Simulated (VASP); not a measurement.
Data:

```xyz
2
Lattice="0.0000 1.7606 1.7606 1.7606 0.0000 1.7606 1.7606 1.7606 0.0000" Properties=species:S:1:pos:R:3 pbc="T T T"
C      0.0000     0.0000     0.0000
C      0.8803     0.8803     0.8803
```

These are LDA (Ceperley-Alder, Perdew-Zunger), VASP's LDA PAW potentials (set 64) (plane waves; VASP) values and carry that method's errors. Run with 620 eV cut-off, 13×13×13 Γ-centred mesh, Gaussian smearing of 0.050 eV, potentials C.

**Question.** Estimate the energy per atom (σ→0), pressure.

**Answer.** 
```
Quantity                        Result
---------------------  ---------------
energy per atom (σ→0)  -10.126 eV/atom
pressure                     50.0 kbar
```

The absolute energy has meaning only against runs of the same code, potentials and settings.

The compound is C in the diamond structure. It was relaxed first under an external pressure of 5 GPa.
